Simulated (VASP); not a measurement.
The system is GaN.

```
Ga N
1.0
     0.00000    2.25350    2.25350
     2.25350    0.00000    2.25350
     2.25350    2.25350    0.00000
Ga N
1 1
Direct
  0.00000 0.00000 0.00000
  0.75000 0.75000 0.75000
```

The cell is a database's computed one.

```yaml
Program: VASP 6.6.1
Task: relaxation of cell and atoms
Functional: PBE
Potentials_or_basis: VASP PAW PBE potentials, release 64 (Ga_d, N)
Cutoff: 520 eV
k_mesh: 16 × 16 × 16
Occupations: gaussian, width 0.02 eV
Spin: no spin polarisation
```

At the start: pressure 5.1 GPa; volume 11.44 Å³/atom.

Problem. Where does the relaxation end?

Solution. Over 3 steps the energy falls by 5.0 meV/atom and the volume is 11.77 Å³/atom (+2.8 %); space group F-43m (No. 216, to 0.05 Å).

The path:
| step | energy change (eV) | largest force (eV/Å) | pressure (GPa) | volume (Å³) |
| --- | --- | --- | --- | --- |
| 1 | 0.0000 | 0.0000 | 5.07 | 22.89 |
| 2 | -0.0029 | 0.0000 | -3.88 | 24.11 |
| 3 | -0.0100 | 0.0000 | -0.02 | 23.54 |

Final structure:
```cif
data_structure
_symmetry_space_group_name_H-M 'P 1'
_symmetry_Int_Tables_number 1
_cell_length_a 3.2168
_cell_length_b 3.2168
_cell_length_c 3.2168
_cell_angle_alpha 60.000
_cell_angle_beta 60.000
_cell_angle_gamma 60.000
_cell_volume 23.54
loop_
_atom_site_label
_atom_site_type_symbol
_atom_site_fract_x
_atom_site_fract_y
_atom_site_fract_z
_atom_site_occupancy
Ga1 Ga 0.00000 0.00000 0.00000 1
N1 N 0.75000 0.75000 0.75000 1
```
